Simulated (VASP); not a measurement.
# BaY: band structure with r2SCAN

BaY:

```xyz
2
Lattice="4.4204 0.0000 0.0000 0.0000 4.4204 0.0000 0.0000 0.0000 4.4204" Properties=species:S:1:pos:R:3 pbc="T T T"
Ba    0.0000    0.0000    0.0000
Y     2.2102    2.2102    2.2102
```

The cell was built by a generator and needn't be a form met in nature.

```yaml
Program: VASP 6.6.1
Task: band structure
Functional: r2SCAN
Potentials_or_basis: VASP PAW PBE potentials, release 64 (Ba_sv, Y_sv)
Cutoff: 520 eV
k_mesh: 6 × 6 × 6
Occupations: fermi-dirac, width 0.05 eV
Spin: no spin polarisation
Further_INCAR_settings: ALGO = Normal; EDIFF = 1e-06; NBANDS = 18
```

```
Pressure                : 0.3 GPa
Band gap along the path : none (metal or under the smearing width)
```

Levels at the corners of the path, in eV from the Fermi level:
```
point  band 9  band 10  band 11  band 12  band 13  band 14
    Γ   -3.80    -1.19    -1.19     1.86     1.86     1.86
    X   -1.43    -1.36     0.07     1.10     1.74     1.74
    X   -1.43    -1.36     0.07     1.10     1.74     1.74
    M   -1.94    -0.95     0.55     0.55     1.32     1.32
    M   -1.94    -0.95     0.55     0.55     1.32     1.32
    Γ   -3.80    -1.19    -1.19     1.86     1.86     1.86
    Γ   -3.80    -1.19    -1.19     1.86     1.86     1.86
    R   -0.21    -0.21    -0.21     0.80     0.80     0.80
    R   -0.21    -0.21    -0.21     0.80     0.80     0.80
    X   -1.43    -1.36     0.07     1.10     1.74     1.74
    M   -1.94    -0.95     0.55     0.55     1.32     1.32
    R   -0.21    -0.21    -0.21     0.80     0.80     0.80
```

Run time: 3.9 min on 1 thread of Intel(R) Xeon(R) Platinum 8488C (Sapphire Rapids) (shared host), peak memory 0.24 GiB.

Caveat: the PAW data sets were made with another functional, which shifts forces and pressure a little; spin-orbit coupling is left out, which moves the levels of the heavy elements.
